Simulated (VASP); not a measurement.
# LiY3 (Pm-3m) in VASP: single point with PBEsol

Aim: the single point of LiY3 with PBEsol.

All numbers are computed with VASP 6.6.1; they aren't measurements. Logs are shortened: lines on timing, memory, paths and dates and some standing lists are left out, and cuts for length are marked.

### Step 1. Starting point

Symmetry: Pm-3m, No. 221, cubic system. The conventional cell has a = 4.920 Å, b = 4.920 Å, c = 4.920 Å, α = 90.00°, β = 90.00°, γ = 90.00°. Li (site symmetry m-3m) has 12 Y at 3.48 Å as nearest neighbours. Around Y (site symmetry 4/mmm) lie 4 Li at 3.48 Å and 8 Y at 3.48 Å.

The cell comes from a database or a generator and needn't be the stable form of this composition.

### Step 2. Single point, PBEsol

Input file INCAR:

```
PREC = Accurate ; ENCUT = 520
EDIFF = 1E-6 ; ISMEAR = -1
SIGMA = 0.1 ; LREAL = False
LASPH = True ; NELM = 100
ALGO = Fast ; ISIF = 2
LWAVE = False ; LCHARG = False
GGA = PS ; NBANDS = 26
```

Input file KPOINTS:

```
regular mesh
0
Gamma
  5 5 5
```

Input file POSCAR:

```
LiY3
1.0
    4.9197070000      0.0000000000      0.0000000000
    0.0000000000      4.9197070000      0.0000000000
    0.0000000000      0.0000000000      4.9197070000
Li Y
1 3
Direct
    0.0000000000      0.0000000000      0.0000000000
    0.5000000000      0.5000000000      0.0000000000
    0.5000000000      0.0000000000      0.5000000000
    0.0000000000      0.5000000000      0.5000000000
```

Potentials or basis: VASP PAW PBE potentials, release 64 (Li_sv, Y_sv).

On the command line:

```sh
$ cat potpaw_PBE.64/Li_sv/POTCAR potpaw_PBE.64/Y_sv/POTCAR > POTCAR
$ mpirun -np 1 vasp_std > vasp.out
```

OUTCAR:

```text
PREC = Accurate
   ENCUT = 520
   EDIFF = 1E-6
   ISMEAR = -1
   LREAL = False
   LASPH = True
   NELM = 100
   ISIF = 2
   GGA = PS

 ion  position               nearest neighbor table
   1  0.000  0.000  0.000-   2 3.48   3 3.48   4 3.48   3 3.48   4 3.48   2 3.48   4 3.48   4 3.48
                             2 3.48   3 3.48   3 3.48   2 3.48
   2  0.500  0.500  0.000-   1 3.48   3 3.48   4 3.48   3 3.48   4 3.48   1 3.48   3 3.48   3 3.48
                             1 3.48   4 3.48   4 3.48   1 3.48
   3  0.500  0.000  0.500-   1 3.48   2 3.48   4 3.48   1 3.48   2 3.48   2 3.48   4 3.48   2 3.48
                             1 3.48   4 3.48   1 3.48   4 3.48
   4  0.000  0.500  0.500-   1 3.48   2 3.48   3 3.48   1 3.48   2 3.48   1 3.48   3 3.48   1 3.48
                             2 3.48   3 3.48   2 3.48   3 3.48

  LATTYP: Found a simple cubic cell.
 ALAT       =     4.9197070000

  Lattice vectors:

 A1 = (   4.9197070000,   0.0000000000,   0.0000000000)
 A2 = (   0.0000000000,   4.9197070000,   0.0000000000)
 A3 = (   0.0000000000,   0.0000000000,   4.9197070000)

Analysis of symmetry for initial positions (statically):
=====================================================================
 Subroutine PRICEL returns:
 Original cell was already a primitive cell.

 Routine SETGRP: Setting up the symmetry group for a
 simple cubic supercell.

 Subroutine GETGRP returns: Found 48 space group operations
 (whereof 48 operations were pure point group operations)
 out of a pool of 48 trial point group operations.

The static configuration has the point symmetry O_h .

Analysis of symmetry for dynamics (positions and initial velocities):
=====================================================================
 Subroutine PRICEL returns:
 Original cell was already a primitive cell.

 Routine SETGRP: Setting up the symmetry group for a
 simple cubic supercell.

 Subroutine GETGRP returns: Found 48 space group operations
 (whereof 48 operations were pure point group operations)
 out of a pool of 48 trial point group operations.

The dynamic configuration has the point symmetry O_h .

 Subroutine INISYM returns: Found 48 space group operations
 (whereof 48 operations are pure point group operations),
 and found     1 'primitive' translations

----------------------------------------------------------------------------------------

                                     Primitive cell

  volume of cell :     119.0742

  direct lattice vectors                    reciprocal lattice vectors
     4.919707000  0.000000000  0.000000000     0.203264137  0.000000000  0.000000000
     0.000000000  4.919707000  0.000000000     0.000000000  0.203264137  0.000000000
     0.000000000  0.000000000  4.919707000     0.000000000  0.000000000  0.203264137

  length of vectors
     4.919707000  4.919707000  4.919707000     0.203264137  0.203264137  0.203264137

  position of ions in fractional coordinates (direct lattice)
     0.000000000  0.000000000  0.000000000
     0.500000000  0.500000000  0.000000000
     0.500000000  0.000000000  0.500000000
     0.000000000  0.500000000  0.500000000

  ion indices of the primitive-cell ions
   primitive index   ion index
                 1           1
                 2           2
                 3           3
                 4           4

----------------------------------------------------------------------------------------

 KPOINTS: regular mesh

Automatic generation of k-mesh.
 Grid dimensions read from file:
 generate k-points for:    5    5    5

 Generating k-lattice:

  Cartesian coordinates                     Fractional coordinates (reciprocal lattice)
     0.040652827  0.000000000  0.000000000     0.200000000  0.000000000  0.000000000
     0.000000000  0.040652827  0.000000000     0.000000000  0.200000000  0.000000000
     0.000000000  0.000000000  0.040652827     0.000000000  0.000000000  0.200000000

  Length of vectors
     0.040652827  0.040652827  0.040652827

  Shift w.r.t. Gamma in fractional coordinates (k-lattice)
     0.000000000  0.000000000  0.000000000

 Subroutine IBZKPT returns following result:
 ===========================================

 Found     10 irreducible k-points:

 Following reciprocal coordinates:
            Coordinates               Weight
  0.000000  0.000000  0.000000      1.000000
  0.200000  0.000000  0.000000      6.000000
  0.400000  0.000000  0.000000      6.000000
  0.200000  0.200000  0.000000     12.000000
  0.400000  0.200000  0.000000     24.000000
  0.400000  0.400000  0.000000     12.000000
  0.200000  0.200000  0.200000      8.000000
  0.400000  0.200000  0.200000     24.000000
  0.400000  0.400000  0.200000     24.000000
  0.400000  0.400000  0.400000      8.000000
   k-points           NKPTS =     10   k-points in BZ     NKDIM =     10   number of bands    NBANDS=     26
   number of dos      NEDOS =    301   number of ions     NIONS =      4
   total plane-waves  NPLWV =  64000
   dimension x,y,z NGX =    40 NGY =   40 NGZ =   40
   dimension x,y,z NGXF=    80 NGYF=   80 NGZF=   80
   ions per type =               1   3
   NGX,Y,Z   is equivalent  to a cutoff of  13.52, 13.52, 13.52 a.u.
   NGXF,Y,Z  is equivalent  to a cutoff of  27.03, 27.03, 27.03 a.u.
 SYSTEM =  unknown system
   PREC   = accura    normal or accurate (medium, high low for compatibility)
   ISTART =      0    job   : 0-new  1-cont  2-samecut
   ICHARG =      2    charge: 1-file 2-atom 10-const
   ISPIN  =      1    spin polarized calculation?
   LNONCOLLINEAR =      F non collinear calculations
   LSORBIT =      F    spin-orbit coupling
   LASPH  =      T    aspherical Exc in radial PAW
   ENCUT  =  520.0 eV  38.22 Ry    6.18 a.u.   9.15  9.15  9.15*2*pi/ulx,y,z
   NELM   =    100;   NELMIN=  2; NELMDL= -5     # of ELM steps
   EDIFF  = 0.1E-05   stopping-criterion for ELM
   LREAL  =      F    real-space projection
   EDIFFG = 0.1E-04   stopping-criterion for IOM
   NSW    =      0    number of steps for IOM
   IBRION =     -1    ionic relax: 0-MD 1-quasi-New 2-CG
   NFREE  =      0    steps in history (QN), initial steepest desc. (CG)
   ISIF   =      2    stress and relaxation
   ISYM   =      2    0-nonsym 1-usesym 2-fastsym
   POTIM  = 0.5000    time-step for ionic-motion
   TEBEG  =    0.0;   TEEND  =   0.0 temperature during run
   PSTRESS=    0.0 pullay stress
   NELECT =      36.0000    total number of electrons
   NUPDOWN=      -1.0000    fix difference up-down
   EMIN   =  10.00;   EMAX   =-10.00  energy-range for DOS
   EFERMI =   0.00;   METHOD = LEGACY
   ISMEAR =    -1;   SIGMA  =   0.10  broadening in eV -4-tet -1-fermi 0-gaus
   EFERMI_NEDOS =   21; number of points for ismear=-14 and -15
   IALGO  =     68    algorithm
   IMIX   =      4    mixing-type and parameters
     AMIX     =   0.40;   BMIX     =  1.00
     AMIX_MAG =   1.60;   BMIX_MAG =  1.00
  volume/ion in A,a.u.               =      29.77       200.89
  Fermi-wavevector in a.u.,A,eV,Ry     =   1.098761  2.076357 16.425973  1.207275
  Thomas-Fermi vector in A             =   2.235144
   LORBIT       =      0    0 simple, 1 ext, 2 COOP (PROOUT), +10 PAW based schemes
   GGA     = PS    functional components
   LHFCALC =     F    Hartree Fock is set to
   AEXX    =    0.0000 exact exchange contribution
   IVDW    =     0    specifies the selected vdW correction
   LEPSILON=     F    determine dielectric tensor
   LRPA    =     F    only Hartree local field effects (RPA)
 non-spin polarized calculation
 RMM-DIIS sequential band-by-band and
  energy-cutoff  :      520.00
  volume of cell :      119.07
 maximum number of plane-waves:      3225
 NGX is ok and might be reduce to    40
   NGX = 19   NGY = 19   NGZ = 19

 number of electron      36.0000000 magnetization

 Free energy of the ion-electron system (eV)
  ---------------------------------------------------
  ext. energy  EPLUGINS =         0.00000000
  ---------------------------------------------------
  free energy    TOTEN  =       -21.71697039 eV

  energy without entropy =      -21.48271248  energy(sigma->0) =      -21.59984144

 E-fermi :   2.4681     XC(G=0):  -9.0985

 val. band max:        2.4566046767   @ k =   0.4000   0.0000   0.0000
 cond. band min:       2.5103123276   @ k =   0.4000   0.4000   0.2000
 fundamental gap:      0.0537076510
 Fermi energy:         2.4681256583

 k-point     1 :       0.0000    0.0000    0.0000
  band No.  band energies     occupation
      1     -42.4586      2.00000
      2     -40.2536      2.00000
      3     -40.1598      2.00000
      4     -40.1598      2.00000
      5     -20.4735      2.00000
      6     -20.4735      2.00000
[... 18 lines left out ...]
     25       5.5106      0.00000
     26       5.5106      0.00000

 k-point     2 :       0.2000    0.0000    0.0000
  band No.  band energies     occupation
      1     -42.4586      2.00000
      2     -40.2458      2.00000
      3     -40.1677      2.00000
      4     -40.1597      2.00000
      5     -20.4473      2.00000
      6     -20.4473      2.00000
[... 18 lines left out ...]
     25       5.8264      0.00000
     26       5.8570      0.00000

 k-point     3 :       0.4000    0.0000    0.0000
  band No.  band energies     occupation
      1     -42.4586      2.00000
      2     -40.2275      2.00000
      3     -40.1859      2.00000
      4     -40.1596      2.00000
      5     -20.3928      2.00000
      6     -20.3928      2.00000
[... 166 lines left out ...]
 k-point     9 :       0.4000    0.4000    0.2000
  band No.  band energies     occupation
      1     -42.4586      2.00000
      2     -40.2035      2.00000
      3     -40.1878      2.00000
      4     -40.1811      2.00000
      5     -20.5232      2.00000
      6     -20.4104      2.00000
[... 18 lines left out ...]
     25       5.1474      0.00000
     26       5.3591      0.00000

 k-point    10 :       0.4000    0.4000    0.4000
  band No.  band energies     occupation
      1     -42.4585      2.00000
      2     -40.1966      2.00000
      3     -40.1876      2.00000
      4     -40.1876      2.00000
      5     -20.6062      2.00000
      6     -20.4129      2.00000
[... 18 lines left out ...]
     25       5.3415      0.00000
     26       5.3438      0.00000

------------------------ aborting loop because EDIFF is reached ----------------------------------------

  FORCE on cell =-STRESS in cart. coord.  units (eV):
  Direction    XX          YY          ZZ          XY          YZ          ZX
  --------------------------------------------------------------------------------------
  -------------------------------------------------------------------------------------
  Total       -1.0272268     -1.0272268     -1.0272268      0.0000000     -0.0000000      0.0000000
  in kB      -13.8216283    -13.8216283    -13.8216283      0.0000000     -0.0000000      0.0000000
  external PRESSURE =     -13.8216283 kB  Pullay stress =       0.0000000 kB

 VOLUME and BASIS-vectors are now :
 -----------------------------------------------------------------------------
  energy-cutoff  :      520.00
  volume of cell :      119.07
      direct lattice vectors                 reciprocal lattice vectors
     4.919707000  0.000000000  0.000000000     0.203264137  0.000000000  0.000000000
     0.000000000  4.919707000  0.000000000     0.000000000  0.203264137  0.000000000
     0.000000000  0.000000000  4.919707000     0.000000000  0.000000000  0.203264137

 POSITION                                       TOTAL-FORCE (eV/Angst)
 -----------------------------------------------------------------------------------
      0.00000      0.00000      0.00000         0.000000      0.000000      0.000000
      2.45985      2.45985      0.00000         0.000000      0.000000      0.000000
      2.45985      0.00000      2.45985         0.000000      0.000000      0.000000
      0.00000      2.45985      2.45985         0.000000      0.000000      0.000000
 -----------------------------------------------------------------------------------
    total drift:                               -0.000000     -0.000000     -0.000000

  FREE ENERGIE OF THE ION-ELECTRON SYSTEM (eV)
  ---------------------------------------------------
  free  energy   TOTEN  =       -21.7169703867 eV

  energy  without entropy=      -21.4827124846  energy(sigma->0) =      -21.59984144
```

It took 6.1 min on 1 thread of Intel Xeon Platinum 8259CL at 2.50GHz (Skylake/Cascade Lake), shared host; peak memory 0.25 GiB.

What came out:

```yaml
Free_energy: -21.7170 eV
Band_gap_on_the_k_mesh: none (metal or under the smearing width)
```

Caveat: the cutoff is under 1.25 times the usual one of these potentials, so pressure, stress and relaxed cells hold a basis-set (Pulay) error; the PAW data sets were made with another functional, which shifts forces and pressure a little.
